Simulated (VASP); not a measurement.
Output of a VASP run:

### OSZICAR
```
       N       E                     dE             d eps       ncg     rms          rms(c)
DAV:   1     0.322042302078E+02    0.32204E+02   -0.38782E+03  3352   0.818E+02
DAV:   2    -0.996198682231E+01   -0.42166E+02   -0.40411E+02  3160   0.188E+02
DAV:   3    -0.104495551248E+02   -0.48757E+00   -0.48716E+00  4488   0.265E+01
DAV:   4    -0.104523023615E+02   -0.27472E-02   -0.27469E-02  3968   0.142E+00
DAV:   5    -0.104523115849E+02   -0.92234E-05   -0.92241E-05  4688   0.561E-02    0.159E+01
RMM:   6    -0.991921399313E+01    0.53310E+00   -0.59667E-01  3120   0.117E+01    0.613E+00
RMM:   7    -0.982461449491E+01    0.94599E-01   -0.30780E-01  3120   0.581E+00    0.155E+00
RMM:   8    -0.982426598078E+01    0.34851E-03   -0.36331E-02  3143   0.286E+00    0.120E+00
RMM:   9    -0.982262199865E+01    0.16440E-02   -0.79222E-03  3146   0.801E-01    0.514E-01
RMM:  10    -0.982096120276E+01    0.16608E-02   -0.62877E-03  3120   0.141E+00    0.124E-01
RMM:  11    -0.982099675117E+01   -0.35548E-04   -0.40758E-04  3230   0.270E-01    0.106E-01
RMM:  12    -0.982100548982E+01   -0.87387E-05   -0.89246E-05  2745   0.792E-02
   1 F= -.98210055E+01 E0= -.98210081E+01  d E =-.982101E+01
```

**OUTCAR**
```
------------------------ aborting loop because EDIFF is reached ----------------------------------------
  FORCE on cell =-STRESS in cart. coord.  units (eV):
  Direction    XX          YY          ZZ          XY          YZ          ZX
  --------------------------------------------------------------------------------------
  Total        0.0498851      0.0498851      0.0498851      0.0000000      0.0000000      0.0000000
  in kB        5.6775237      5.6775237      5.6775237      0.0000000      0.0000000      0.0000000
  external PRESSURE =       5.6775237 kB  Pullay stress =       0.0000000 kB
  volume of cell :       14.08
      direct lattice vectors                 reciprocal lattice vectors
     0.000000000  1.916450103  1.916450103    -0.260899044  0.260899044  0.260899044
     1.916450103  0.000000000  1.916450103     0.260899044 -0.260899044  0.260899044
     1.916450103  1.916450103  0.000000000     0.260899044  0.260899044 -0.260899044
 POSITION                                       TOTAL-FORCE (eV/Angst)
 -----------------------------------------------------------------------------------
      0.00000      0.00000      0.00000         0.000000      0.000000     -0.000000
 -----------------------------------------------------------------------------------
    total drift:                               -0.000000     -0.000000     -0.000000
  FREE ENERGIE OF THE ION-ELECTRON SYSTEM (eV)
  ---------------------------------------------------
  free  energy   TOTEN  =        -9.8210054898 eV

  energy  without entropy=       -9.8210132253  energy(sigma->0) =       -9.82100807

 reached required accuracy - stopping structural energy minimisation
```
(Selected blocks of OUTCAR.)

**POSCAR**
```
Ir
1
    0.0000000000     1.9164501034     1.9164501034
    1.9164501034     0.0000000000     1.9164501034
    1.9164501034     1.9164501034     0.0000000000
Ir
1
Direct
  0.0000000000   0.0000000000   0.0000000000
```

Q: Write an INCAR and KPOINTS that could have produced this output.

A: Several could match; the one computed here: the input of the run itself, PBEsol GGA, plane waves, VASP's PBE PAW potentials (set 64).

### KPOINTS
```
Automatic mesh
0
Gamma
18 18 18
0 0 0
```

INCAR:
```
# general
SYSTEM  = Ir
PREC    = Normal
ENCUT   = 400
LREAL   = F
LASPH   = T

# electronic loop
EDIFF   = 1E-5
NELM    = 100
NELMIN  = 4
ALGO    = Fast
LMAXMIX = 6

# smearing
ISMEAR  = 1
SIGMA   = 0.1

# functional
GGA     = PS

# ions
IBRION  = 2
NSW     = 20
ISIF    = 2
EDIFFG  = -0.03

# output
LWAVE   = F
LCHARG  = F
```

POTCAR, in this order: Ir (PBE.64 set). Program: vasp_std.

The compound is Ir in the fcc structure. It was relaxed first.
